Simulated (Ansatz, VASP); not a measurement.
Two plane-wave programs on AlZnF4

The input INCAR:

```
PREC = Accurate
ENCUT = 520
EDIFF = 1E-6
ISMEAR = -1
SIGMA = 0.0258
LREAL = False
LASPH = True
NELM = 60
ALGO = Normal
ISIF = 2
LWAVE = False
LCHARG = False
GGA = PE
NBANDS = 30
```

File KPOINTS:

```
regular mesh
0
Gamma
  5 7 4
```

Contents of POSCAR:

```
AlZnF4
1.0
    4.0561610000      0.0000000000      0.0000000000
    0.0000000000      2.6484470000      0.0000000000
    0.1934970000      0.0000000000      4.2610300000
Al Zn F
1 1 4
Direct
    0.0000000000      0.0000000000      0.0000000000
    0.5000000000      0.5000000000      0.5000000000
    0.6900000000      0.0000000000      0.3300000000
    0.3100000000      0.0000000000      0.6700000000
    0.7740000000      0.5000000000      0.8140000000
    0.2260000000      0.5000000000      0.1860000000
```

Input for Ansatz:

```yaml
crystal:
  lattice:
    - [4.056161, 0.0, 0.0]
    - [0.0, 2.648447, 0.0]
    - [0.193497, 0.0, 4.26103]
  atoms:
    - { symbol: Al, position: [0.0, 0.0, 0.0] }
    - { symbol: Zn, position: [0.5, 0.5, 0.5] }
    - { symbol: F, position: [0.69, 0.0, 0.33] }
    - { symbol: F, position: [0.31, 0.0, 0.67] }
    - { symbol: F, position: [0.774, 0.5, 0.814] }
    - { symbol: F, position: [0.226, 0.5, 0.186] }
  symmetry: { tolerance: 0.0003 }
kpoints:
  mp_grid: { grid: [5, 7, 4], shift: [0, 0, 0] }
magnetization:
  spin_polarized: false
scf:
  occupations: { method: fermi_dirac, width: 0.0258 }
hamiltonian:
  pseudopotentials: { kind: paw }
  xc: pbe
basis:
  ecutwfc: 420
output:
  forces: true
  stress: true
  eigenvalues: true
```

The cell was built by a generator and needn't be a form met in nature.

Alike in both runs: task single point; functional PBE; k mesh 5 × 7 × 4; occupations fermi-dirac, width 0.0258 eV; no spin polarisation.

|  | VASP | Ansatz |
| --- | --- | --- |
| version | VASP 6.6.1 | Ansatz 0.2.0 |
| potentials or method | VASP PAW PBE potentials, release 64 (Al, Zn, F) | PAW plane waves |
| plane-wave cutoff (eV) | 520 | 420 |
| valence electrons in the cell | 43 | 43 |

Ansatz gave:

- gap on the k mesh at the Fermi level (eV): none
- rms of the force components (eV/Å): 3.321

Q: Which values does VASP return?

A: gap on the k mesh at the Fermi level (eV): none; rms of the force components (eV/Å): 3.458.

Atom by atom the forces differ by 0.138 eV/Å (rms over components). A gap of «none» marks a metal or a gap that the smearing closes. The functional is the same, so the differences come from potentials, cutoffs and numerics.

Caveats: the k mesh is coarse (spacing up to 0.37 Å⁻¹), so the values aren't converged; an odd number of electrons without spin polarisation forces a metal; a magnetic or distorted state may lie lower.
